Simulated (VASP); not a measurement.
Data:

```
Al
1.0
    0.00000     2.05449     2.05449
    2.05449     0.00000     2.05449
    2.05449     2.05449     0.00000
Al
1
Direct
  0.00000   0.00000   0.00000
```

The numbers are results of optB86b-vdW, VASP's PBE PAW potentials (set 64) (plane waves; VASP), not measurements. Settings: 520 eV cut-off, 16×16×16 Γ-centred mesh, first-order Methfessel-Paxton smearing of 0.10 eV, potentials Al.

**Question.** The job: Al (fcc), 1 atom, optB86b-vdW, static run, 520 eV, 16×16×16 Γ-centred mesh. Roughly how much core time does it take on a busy server core?

**Answer.** About 10 core-seconds (one run on a shared machine, a rough figure). It had 145 irreducible k-points, 5 bands, up to 489 plane waves and 11 electronic steps.

The compound is Al in the fcc structure. This cell is one point of a volume scan, at 1.06 of the reference volume.
